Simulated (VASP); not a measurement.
These are LDA (Ceperley-Alder, Perdew-Zunger), VASP's LDA PAW potentials (set 64) (plane waves; VASP) values and carry that method's errors.

Input for VASP

### INCAR
```
SYSTEM = Re
PREC = Accurate; ENCUT = 500; LREAL = .FALSE.
LASPH = .TRUE.
EDIFF = 1E-6; NELM = 100; ALGO = Normal
LMAXMIX = 6
ISMEAR = 1; SIGMA = 0.1
IBRION = 2; NSW = 40; ISIF = 3
EDIFFG = -0.02; PSTRESS = 300
LWAVE = .FALSE.; LCHARG = .FALSE.
```

KPOINTS:
```
Automatic mesh
0
Gamma
16 16 9
0 0 0
```

POSCAR:
```
Re
1
    1.3407223658    -2.3221991417    -0.0000000000
    1.3407223658     2.3221991417     0.0000000000
    0.0000000000     0.0000000000     4.3400504583
Re
2
Direct
  0.3333330000   0.6666670000   0.2500000000
  0.6666670000   0.3333330000   0.7500000000
```

POTCAR, in this order: Re (LDA.64 set). Program: vasp_std.

The resulting files:

File OUTCAR:
```
 ion  position               nearest neighbor table
   1  0.333  0.667  0.250-   2 2.67   2 2.67   2 2.67   2 2.67   2 2.67   2 2.67
   2  0.667  0.333  0.750-   1 2.67   1 2.67   1 2.67   1 2.67   1 2.67   1 2.67
  LATTYP: Found a hexagonal cell.
 ALAT       =     2.6814446323
 C/A-ratio  =     1.6185493469
 Subroutine PRICEL returns:
 Original cell was already a primitive cell.
 Subroutine GETGRP returns: Found 24 space group operations
The static configuration has the point symmetry D_3d.
 The point group associated with its full space group is D_6h.
The dynamic configuration has the point symmetry D_3d.
 Subroutine INISYM returns: Found 24 space group operations
 Subroutine IBZKPT returns following result:
 Found    150 irreducible k-points:

 Following reciprocal coordinates:
            Coordinates               Weight
  0.000000  0.000000  0.000000      1.000000
  0.062500 -0.000000  0.000000      6.000000
  0.125000 -0.000000  0.000000      6.000000
  0.187500  0.000000  0.000000      6.000000
  0.250000 -0.000000  0.000000      6.000000
  0.312500 -0.000000  0.000000      6.000000
  0.375000  0.000000  0.000000      6.000000
  0.437500  0.000000  0.000000      6.000000
  0.500000 -0.000000  0.000000      3.000000
  0.062500  0.062500  0.000000      6.000000
  0.125000  0.062500  0.000000     12.000000
  0.187500  0.062500  0.000000     12.000000
  0.250000  0.062500  0.000000     12.000000
  0.312500  0.062500  0.000000     12.000000
  0.375000  0.062500  0.000000     12.000000
  0.437500  0.062500  0.000000     12.000000
  0.125000  0.125000  0.000000      6.000000
  0.187500  0.125000  0.000000     12.000000
  0.250000  0.125000  0.000000     12.000000
  0.312500  0.125000  0.000000     12.000000
  0.375000  0.125000  0.000000     12.000000
  0.437500  0.125000  0.000000      6.000000
  0.187500  0.187500  0.000000      6.000000
  0.250000  0.187500  0.000000     12.000000
  0.312500  0.187500  0.000000     12.000000
  0.375000  0.187500  0.000000     12.000000
  0.250000  0.250000  0.000000      6.000000
  0.312500  0.250000  0.000000     12.000000
  0.375000  0.250000  0.000000      6.000000
  0.312500  0.312500  0.000000      6.000000
  0.000000  0.000000  0.111111      2.000000
  0.062500 -0.000000  0.111111     12.000000
  0.125000 -0.000000  0.111111     12.000000
  0.187500  0.000000  0.111111     12.000000
  0.250000 -0.000000  0.111111     12.000000
  0.312500 -0.000000  0.111111     12.000000
  0.375000  0.000000  0.111111     12.000000
  0.437500  0.000000  0.111111     12.000000
  0.500000 -0.000000  0.111111      6.000000
  0.062500  0.062500  0.111111     12.000000
   k-points           NKPTS =    150   k-points in BZ     NKDIM =    150   number of bands    NBANDS=     11
   number of dos      NEDOS =    301   number of ions     NIONS =      2
   total plane-waves  NPLWV =  12800
   dimension x,y,z NGX =    20 NGY =   20 NGZ =   32
   dimension x,y,z NGXF=    40 NGYF=   40 NGZF=   64
   ions per type =               2
   PREC   = accura    normal or accurate (medium, high low for compatibility)
   ISTART =      0    job   : 0-new  1-cont  2-samecut
   ICHARG =      2    charge: 1-file 2-atom 10-const
   ISPIN  =      1    spin polarized calculation?
   LNONCOLLINEAR =      F non collinear calculations
   LSORBIT =      F    spin-orbit coupling
   INIWAV =      1    electr: 0-lowe 1-rand  2-diag
   ENCUT  =  500.0 eV  36.75 Ry    6.06 a.u.   4.89  4.89  7.91*2*pi/ulx,y,z
   NELM   =    100;   NELMIN=  2; NELMDL= -5     # of ELM steps
   EDIFF  = 0.1E-05   stopping-criterion for ELM
   LREAL  =      F    real-space projection
...
```

**OSZICAR**
```
       N       E                     dE             d eps       ncg     rms          rms(c)
DAV:   1     0.105381556901E+03    0.10538E+03   -0.60967E+03  3752   0.130E+03
DAV:   2    -0.204376427854E+02   -0.12582E+03   -0.11513E+03  5163   0.516E+02
DAV:   3    -0.284122001939E+02   -0.79746E+01   -0.68552E+01  5417   0.156E+02
DAV:   4    -0.287075710136E+02   -0.29537E+00   -0.27492E+00  5729   0.223E+01
DAV:   5    -0.287136040662E+02   -0.60331E-02   -0.59061E-02  5582   0.234E+00    0.499E+01
DAV:   6    -0.277397561310E+02    0.97385E+00   -0.80702E-01  5702   0.159E+01    0.232E+01
DAV:   7    -0.273841129742E+02    0.35564E+00   -0.67471E-01  5758   0.139E+01    0.520E-01
DAV:   8    -0.273766672937E+02    0.74457E-02   -0.62136E-03  5309   0.974E-01    0.180E-01
DAV:   9    -0.273753565766E+02    0.13107E-02   -0.93626E-04  5209   0.335E-01    0.370E-02
DAV:  10    -0.273753687937E+02   -0.12217E-04   -0.57240E-05  5493   0.103E-01    0.336E-02
DAV:  11    -0.273753680116E+02    0.78208E-06   -0.52615E-07  2873   0.197E-02
   1 F= -.22315097E+02 E0= -.22314973E+02  d E =-.223151E+02
       N       E                     dE             d eps       ncg     rms          rms(c)
DAV:   1    -0.273555540056E+02    0.19815E-01   -0.31488E-01  5001   0.936E+00    0.863E-01
DAV:   2    -0.273526385490E+02    0.29155E-02   -0.34107E-03  5441   0.718E-01    0.386E-01
DAV:   3    -0.273518319842E+02    0.80656E-03   -0.17375E-03  5688   0.511E-01    0.504E-02
DAV:   4    -0.273518366843E+02   -0.47001E-05   -0.48902E-05  4616   0.761E-02    0.225E-02
DAV:   5    -0.273518358071E+02    0.87721E-06   -0.39467E-06  3963   0.283E-02
   2 F= -.22314148E+02 E0= -.22314067E+02  d E =0.948970E-03
       N       E                     dE             d eps       ncg     rms          rms(c)
DAV:   1    -0.273687404915E+02   -0.16904E-01   -0.11890E-01  4983   0.557E+00    0.542E-01
DAV:   2    -0.273676506189E+02    0.10899E-02   -0.12811E-03  5425   0.450E-01    0.238E-01
DAV:   3    -0.273673280383E+02    0.32258E-03   -0.67952E-04  5682   0.321E-01    0.323E-02
DAV:   4    -0.273673301092E+02   -0.20709E-05   -0.19175E-05  4603   0.481E-02    0.121E-02
DAV:   5    -0.273673294707E+02    0.63854E-06   -0.13326E-06  2591   0.183E-02
   3 F= -.22315651E+02 E0= -.22315509E+02  d E =-.554229E-03
       N       E                     dE             d eps       ncg     rms          rms(c)
DAV:   1    -0.273915048644E+02   -0.24175E-01   -0.60388E-02  4971   0.516E+00    0.862E-01
DAV:   2    -0.273907720664E+02    0.73280E-03   -0.78163E-04  5445   0.494E-01    0.338E-01
DAV:   3    -0.273905642335E+02    0.20783E-03   -0.50301E-04  5430   0.391E-01    0.401E-02
DAV:   4    -0.273905660392E+02   -0.18057E-05   -0.64673E-06  4793   0.317E-02    0.148E-02
DAV:   5    -0.273905663057E+02   -0.26650E-06   -0.25049E-06  2932   0.342E-02
   4 F= -.22314879E+02 E0= -.22314776E+02  d E =0.772526E-03
       N       E                     dE             d eps       ncg     rms          rms(c)
DAV:   1    -0.273728406548E+02    0.17725E-01   -0.39089E-02  4968   0.424E+00    0.683E-01
DAV:   2    -0.273723715588E+02    0.46910E-03   -0.49971E-04  5399   0.395E-01    0.265E-01
DAV:   3    -0.273722372695E+02    0.13429E-03   -0.31643E-04  5431   0.310E-01    0.325E-02
DAV:   4    -0.273722382957E+02   -0.10262E-05   -0.40118E-06  4190   0.259E-02    0.134E-02
DAV:   5    -0.273722383804E+02   -0.84676E-07   -0.20721E-06  2801   0.266E-02
   5 F= -.22315707E+02 E0= -.22315571E+02  d E =-.560820E-04
```

**OUTCAR**
```
------------------------ aborting loop because EDIFF is reached ----------------------------------------
  FORCE on cell =-STRESS in cart. coord.  units (eV):
  Direction    XX          YY          ZZ          XY          YZ          ZX
  --------------------------------------------------------------------------------------
  Total        5.0530832      5.0530826      5.0555809      0.0000000     -0.0000000      0.0000000
  in kB      299.7954505    299.7954164    299.9436400      0.0000000     -0.0000000      0.0000000
  external PRESSURE =      -0.1551644 kB  Pullay stress =     300.0000000 kB
  volume of cell :       27.00
      direct lattice vectors                 reciprocal lattice vectors
     1.342342383 -2.325005077 -0.000000000     0.372483210 -0.215053294  0.000000000
     1.342342383  2.325005077 -0.000000000     0.372483210  0.215053294  0.000000000
    -0.000000000 -0.000000000  4.326381253     0.000000000  0.000000000  0.231140055
 POSITION                                       TOTAL-FORCE (eV/Angst)
 -----------------------------------------------------------------------------------
      1.34234      0.77500      1.08160        -0.000000     -0.000000      0.000000
      1.34234     -0.77500      3.24479         0.000000      0.000000      0.000000
 -----------------------------------------------------------------------------------
    total drift:                               -0.000001      0.000003     -0.000016
  FREE ENERGIE OF THE ION-ELECTRON SYSTEM (eV)
  ---------------------------------------------------
  free  energy   TOTEN  =       -27.3722383804 eV

  energy  without entropy=      -27.3718282800  energy(sigma->0) =      -27.37210168
  enthalpy is  TOTEN    =       -22.3157074927 eV   P V=        5.0565308877

 reached required accuracy - stopping structural energy minimisation
```
(Selected blocks of OUTCAR.)

File CONTCAR:
```
Re
   1.00000000000000
     1.3423423833693904   -2.3250050767775892   -0.0000000000000000
     1.3423423833693904    2.3250050767775892   -0.0000000000000000
    -0.0000000000000000   -0.0000000000000000    4.3263812529205792
  Re
     2
Direct
     0.3333330000000032    0.6666669999999968    0.2500000000000000
     0.6666669999999968    0.3333330000000032    0.7500000000000000
```

OUTCAR:
```
 val. band max:        8.9758368881   @ k =   0.3750   0.0000   0.2222

 cond. band min:       8.9890085415   @ k =   0.4375   0.0625   0.3333


 Fermi energy:         8.9768938765

 k-point     1 :       0.0000    0.0000    0.0000
  band No.  band energies     occupation
      1      -1.4067      2.00000
      2       1.7064      2.00000
      3       7.1173      2.00000
      4       7.1173      2.00000
      5       7.1604      2.00000
      6       8.0852      2.00000
      7       8.0852      2.00000
      8       9.1094     -0.06822
      9       9.1094     -0.06820
     10       9.9708     -0.00000
     11      12.7277      0.00000

 k-point     2 :       0.0625   -0.0000    0.0000
  band No.  band energies     occupation
      1      -1.2287      2.00000
      2       1.8738      2.00000
      3       6.6586      2.00000
      4       7.2824      2.00000
      5       7.5579      2.00000
      6       7.9563      2.00000
      7       8.2421      2.00000
      8       8.7918      2.02507
      9       8.9653      1.19425
     10       9.4376     -0.00000
     11      12.8316      0.00000

 k-point     3 :       0.1250   -0.0000    0.0000
  band No.  band energies     occupation
      1      -0.7169      2.00000
      2       2.3309      2.00000
      3       6.1080      2.00000
      4       7.5672      2.00000
      5       7.6532      2.00000
      6       7.7705      2.00000
      7       8.0857      2.00000
      8       8.6002      2.00000
      9       8.7043      2.00080
     10       9.0148      0.40602
     11      13.0795      0.00000

 k-point     4 :       0.1875    0.0000    0.0000
  band No.  band energies     occupation
      1       0.0572      2.00000
      2       2.8952      2.00000
      3       5.6509      2.00000
      4       6.3836      2.00000
      5       7.1727      2.00000
      6       8.1377      2.00000
      7       8.5592      2.00000
      8       8.6558      2.00005
      9       8.7350      2.00330
...
```

Unless said otherwise, spin-orbit coupling is left out, though it shifts the bands of the heavy elements here.

The compound is Re in the hcp structure. This run relaxes it under an external pressure of 30 GPa. Symmetry was kept, so distortions that lower it aren't found.
